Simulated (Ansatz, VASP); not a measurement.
# BaTaI6: VASP beside Ansatz

```xyz
8
Lattice="0.0000 5.1722 5.1722 5.1722 0.0000 5.1722 5.1722 5.1722 0.0000" Properties=species:S:1:pos:R:3 pbc="T T T"
Ba    5.1722    5.1722    5.1722
Ta    0.0000    0.0000    0.0000
I     0.0000    2.5861    2.5861
I     5.1722    2.5861    2.5861
I     2.5861    0.0000    2.5861
I     2.5861    5.1722    2.5861
I     2.5861    2.5861    0.0000
I     2.5861    2.5861    5.1722
```

Change from the starting cell: species swapped into the MnCuPt6 type (Fm-3m, No. 225).

Alike in both runs: functional PBE; k mesh 6 × 6 × 6; occupations gaussian, width 0.1 eV; no spin polarisation.

Ansatz relaxed the structure, and its values are those at the end. VASP's run is a single point on that final structure, the one shown.

|  | VASP | Ansatz |
| --- | --- | --- |
| version | VASP 6.6.1 | Ansatz 0.2.0 |
| potentials or method | VASP PAW PBE potentials, release 64 (Ba_sv, Ta_pv, I) | scalar-relativistic, plane waves, PAW |
| plane-wave cutoff (eV) | 520 | 420 |
| valence electrons in the cell | 63 | 125 |

Ansatz gave:

```
gap on the k mesh at the Fermi level (eV) : none
pressure (GPa)                            : 0.0
```

Q: Estimate VASP's values.

A: gap on the k mesh at the Fermi level (eV): none; pressure (GPa): 0.1.

A gap of «none» marks a metal or a gap that the smearing closes. With one functional, cell and mesh, what is left measures potentials, basis and numerics. The two sets of potentials don't hold the same shells in valence.

Caveats: an odd number of electrons without spin polarisation forces a metal; a magnetic or distorted state may lie lower. The runs have no spin-orbit coupling, so splittings on Ba, I, Ta are missing.
